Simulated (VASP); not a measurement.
Write the native input for VASP 6.6.1 that does the following.

| Property | Result |
| --- | --- |
| Task | single point |
| Functional | LDA |
| Potentials or basis | VASP PAW LDA potentials, release 64 (Si, P) |
| Cutoff | 520 eV |
| k mesh | 2 × 2 × 2 |
| Occupations | fermi-dirac, width 0.05 eV |
| Spin | collinear spin, zero start |
| Starting moments | [0.0, 0.0, 0.0, 0.0, 0.0, 0.0, 0.0, 0.0, 0.0, 0.0, 0.0, 0.0, 0.0, 0.0, 0.0, 0.0, 0.0] μB |
| Dipole correction | no |
| Further INCAR settings | LREAL = Auto; ALGO = Normal; EDIFF = 1e-06; NBANDS = 52 |

The structure of Si16P (a cell with a defect) lies in POSCAR:

```
Si16P
1.0
    0.0000000000      5.4300000000      5.4300000000
    5.4300000000      0.0000000000      5.4300000000
    5.4300000000      5.4300000000      0.0000000000
Si P
16 1
Direct
    0.0541252302     -0.0246040516     -0.0168508287
    0.1313904236      0.2165653775      0.0671731123
    0.0703314917     -0.0476979742      0.4776979742
    0.1452302026      0.1487845304      0.5886372007
   -0.1598342541      0.5036464088      0.1033885820
    0.1307090239      0.5839134438      0.0294198895
    0.0760313076      0.5024401473      0.4713720074
    0.1225138122      0.5608563536      0.7854972376
    0.5134438306      0.0554327808     -0.0391160221
    0.6837292818      0.1096224678      0.1026243094
    0.5407734807     -0.0168692449      0.4928729282
    0.7006629834      0.1090239411      0.5948434622
    0.5117587477      0.4710220994     -0.0512430939
    0.4627992634      0.6795211786      0.1781031308
    0.5036832413      0.4648618785      0.5792633517
    0.7148618785      0.5981952118      0.5891896869
    0.0746408840      0.8262246777      0.2884714549
```

The cell was built by a generator and needn't be a form met in nature.

The input as run:

INCAR

```
ALGO = Normal
EDIFF = 1E-6
ENCUT = 520
ISIF = 2
ISMEAR = -1
ISPIN = 2
LASPH = True
LCHARG = False
LORBIT = 11
LREAL = Auto
LWAVE = False
MAGMOM = 0 0 0 0 0 0 0 0 0 0 0 0 0 0 0 0 0
NBANDS = 52
NELM = 150
PREC = Accurate
SIGMA = 0.05
```

KPOINTS

```
k-points
0
Gamma
  2 2 2
```

Potentials or basis: VASP PAW LDA potentials, release 64 (Si, P).

Launch:

```sh
$ cat potpaw_LDA.64/Si/POTCAR potpaw_LDA.64/P/POTCAR > POTCAR
$ mpirun -np 1 vasp_std > vasp.out
```

It gave:

| Quantity | Value |
| --- | --- |
| Pressure | 1.0 GPa |
| Largest force | 7.418 eV/Å |
| Band gap on the k mesh | none (metal or under the smearing width) |
| Net moment | 0.00 μB per cell |
| Valence electrons inside the program's atomic spheres | Si 1.68, 1.66, 1.65, 1.67, 1.74, 1.69, 1.64, 1.63, 1.59, 1.70; P 2.61 |

Caveat: the k mesh is coarse (spacing up to 0.50 Å⁻¹), so the values aren't converged.

Wall time 2.9 min on 1 thread of Intel(R) Xeon(R) 6975P-C (Granite Rapids), with other jobs on the host, peak memory 0.48 GiB.
